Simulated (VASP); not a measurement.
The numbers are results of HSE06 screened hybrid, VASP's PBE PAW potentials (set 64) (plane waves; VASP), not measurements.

The input files of a VASP run:

POSCAR:
```
SrO
2.63160
  0.0000000000   1.0000000000   1.0000000000
  1.0000000000   0.0000000000   1.0000000000
  1.0000000000   1.0000000000   0.0000000000
Sr O
1 1
direct
  0.0000000000   0.0000000000   0.0000000000
  0.5000000000   0.5000000000   0.5000000000
```

### INCAR
```
SYSTEM = SrO
PREC = Accurate; ENCUT = 520; LREAL = .FALSE.
LASPH = .TRUE.; ISYM = 3
EDIFF = 1E-6; NELM = 100; ALGO = Normal
LMAXMIX = 4
ISMEAR = 0; SIGMA = 0.05
GGA = PE; LHFCALC = .TRUE.; AEXX = 0.25
HFSCREEN = 0.2; PRECFOCK = Fast
ISIF = 2
LWAVE = .FALSE.; LCHARG = .FALSE.
```

KPOINTS:
```
Automatic mesh
0
Gamma
2 2 2
0 0 0
```

POTCAR, in this order: Sr_sv O (PBE.64 set). Program: vasp_std.

Output of the run:

**OUTCAR**
```
 ion  position               nearest neighbor table
   1  0.000  0.000  0.000-   2 2.63   2 2.63   2 2.63   2 2.63   2 2.63   2 2.63
   2  0.500  0.500  0.500-   1 2.63   1 2.63   1 2.63   1 2.63   1 2.63   1 2.63
  LATTYP: Found a face centered cubic cell.
 ALAT       =     5.2632000000
 Subroutine PRICEL returns:
 Original cell was already a primitive cell.
 Subroutine GETGRP returns: Found 48 space group operations
The static configuration has the point symmetry O_h .
The dynamic configuration has the point symmetry O_h .
 Subroutine INISYM returns: Found 48 space group operations
 Subroutine IBZKPT returns following result:
 Found      3 irreducible k-points:

 Following reciprocal coordinates:
            Coordinates               Weight
  0.000000  0.000000  0.000000      1.000000
  0.500000  0.000000  0.000000      4.000000
  0.500000  0.500000  0.000000      3.000000
 Subroutine IBZKPT_HF returns following result:
   k-points           NKPTS =      3   k-points in BZ     NKDIM =      8   number of bands    NBANDS=     12
   number of dos      NEDOS =    301   number of ions     NIONS =      2
   total plane-waves  NPLWV =  21952
   dimension x,y,z NGX =    28 NGY =   28 NGZ =   28
   dimension x,y,z NGXF=    56 NGYF=   56 NGZF=   56
...
```

File OSZICAR:
```
       N       E                     dE             d eps       ncg     rms          rms(c)
DAV:   1    -0.640261787321E+03   -0.64026E+03   -0.84920E+03    72   0.127E+03
DAV:   2    -0.711713556038E+03   -0.71452E+02   -0.67802E+02    80   0.226E+02
DAV:   3    -0.714452548741E+03   -0.27390E+01   -0.27192E+01    96   0.436E+01
DAV:   4    -0.714551977878E+03   -0.99429E-01   -0.99403E-01    92   0.795E+00
DAV:   5    -0.170622821799E+02    0.69749E+03   -0.49894E+00    72   0.244E+01    0.139E+01
DAV:   6    -0.137753869256E+02    0.32869E+01   -0.10124E+01    76   0.259E+01    0.142E+01
DAV:   7    -0.142537736051E+02   -0.47839E+00   -0.11509E+00    84   0.654E+00    0.113E+01
DAV:   8    -0.141298737336E+02    0.12390E+00   -0.24530E-01    80   0.431E+00    0.522E+00
DAV:   9    -0.141374558799E+02   -0.75821E-02   -0.64561E-02    80   0.209E+00    0.268E+00
DAV:  10    -0.141338697788E+02    0.35861E-02   -0.39931E-03    88   0.696E-01    0.181E+00
DAV:  11    -0.141343975471E+02   -0.52777E-03   -0.40463E-03    96   0.503E-01    0.125E+00
DAV:  12    -0.141348914765E+02   -0.49393E-03   -0.48033E-04    80   0.235E-01    0.748E-01
DAV:  13    -0.141351782704E+02   -0.28679E-03   -0.22143E-04    76   0.160E-01    0.424E-01
DAV:  14    -0.141353414124E+02   -0.16314E-03   -0.57344E-05    80   0.810E-02    0.257E-01
DAV:  15    -0.141354253267E+02   -0.83914E-04   -0.34901E-05    76   0.537E-02    0.162E-01
DAV:  16    -0.141354691044E+02   -0.43778E-04   -0.14157E-05    80   0.342E-02    0.991E-02
DAV:  17    -0.141354905185E+02   -0.21414E-04   -0.56840E-06    76   0.225E-02    0.594E-02
DAV:  18    -0.141355008959E+02   -0.10377E-04   -0.25796E-06    64   0.148E-02    0.360E-02
DAV:  19    -0.141355058687E+02   -0.49727E-05   -0.12512E-06    64   0.100E-02    0.221E-02
DAV:  20    -0.141355082624E+02   -0.23938E-05   -0.55947E-07    48   0.667E-03    0.134E-02
DAV:  21    -0.141355093761E+02   -0.11137E-05   -0.30285E-07    52   0.494E-03    0.831E-03
DAV:  22    -0.141355099078E+02   -0.53168E-06   -0.13900E-07    44   0.323E-03
   1 F= -.14135510E+02 E0= -.14135510E+02  d E =-.370632E-16
```

**OUTCAR**
```
------------------------ aborting loop because EDIFF is reached ----------------------------------------
  FORCE on cell =-STRESS in cart. coord.  units (eV):
  Direction    XX          YY          ZZ          XY          YZ          ZX
  --------------------------------------------------------------------------------------
  Total       -1.1384561     -1.1384561     -1.1384561      0.0000000      0.0000000     -0.0000000
  in kB      -50.0422987    -50.0422987    -50.0422987      0.0000000      0.0000000     -0.0000000
  external PRESSURE =     -50.0422987 kB  Pullay stress =       0.0000000 kB
  volume of cell :       36.45
      direct lattice vectors                 reciprocal lattice vectors
     0.000000000  2.631600000  2.631600000    -0.189998480  0.189998480  0.189998480
     2.631600000  0.000000000  2.631600000     0.189998480 -0.189998480  0.189998480
     2.631600000  2.631600000  0.000000000     0.189998480  0.189998480 -0.189998480
  FREE ENERGIE OF THE ION-ELECTRON SYSTEM (eV)
  ---------------------------------------------------
  free  energy   TOTEN  =       -14.1355099078 eV

  energy  without entropy=      -14.1355099078  energy(sigma->0) =      -14.13550991

  exchange ACFDT corr.  =         0.00000000  see jH, gK, PRB 81, 115126
```
(Selected blocks of OUTCAR.)

The compound is SrO in the rock salt structure. The cell was not relaxed at this level. The k-mesh is coarse (spacing up to 1.03 per Å, 2π included), so the numbers may not be converged in it.
